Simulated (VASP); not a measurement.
Consider the following.

```
CELL_PARAMETERS angstrom
      0.00000     2.80363     2.80363
      2.80363     0.00000     2.80363
      2.80363     2.80363     0.00000
ATOMIC_POSITIONS crystal
  Ba 0.00000 0.00000 0.00000
  O  0.50000 0.50000 0.50000
```

Calculation: PW91 GGA, VASP's PBE PAW potentials (set 64) (plane waves; VASP). Settings: 520 eV cut-off, Gaussian smearing of 0.050 eV, potentials Ba_sv O.

Unless said otherwise, spin-orbit coupling is left out, though it shifts the bands of the heavy elements here.

Give the energies of bands 6 to 11 at the high-symmetry points, in eV from the valence-band maximum.

```json
[
 {"band": "6", "Γ": "-0.26", "X": "-0.11", "U": "-0.84", "L": "-1.86", "W": "-1.19"},
 {"band": "7", "Γ": "-0.26", "X": "-0.11", "U": "-0.65", "L": "-1.32", "W": "-0.18"},
 {"band": "8", "Γ": "-0.26", "X": "0.00", "U": "-0.13", "L": "-1.32", "W": "-0.18"},
 {"band": "9", "Γ": "3.41", "X": "2.08", "U": "3.46", "L": "4.88", "W": "4.60"},
 {"band": "10", "Γ": "4.69", "X": "5.83", "U": "6.46", "L": "7.03", "W": "4.60"},
 {"band": "11", "Γ": "4.69", "X": "8.72", "U": "6.81", "L": "7.03", "W": "6.68"}
]
```

The gap is direct, 2.08 eV, from the valence maximum at X to the conduction minimum at X.

Measured: gap 4.40 eV (computed value off by -2.32 eV), as given by Abedi et al., (2022), arXiv:2211.14644.

The compound is BaO in the rock salt structure. It was relaxed first.
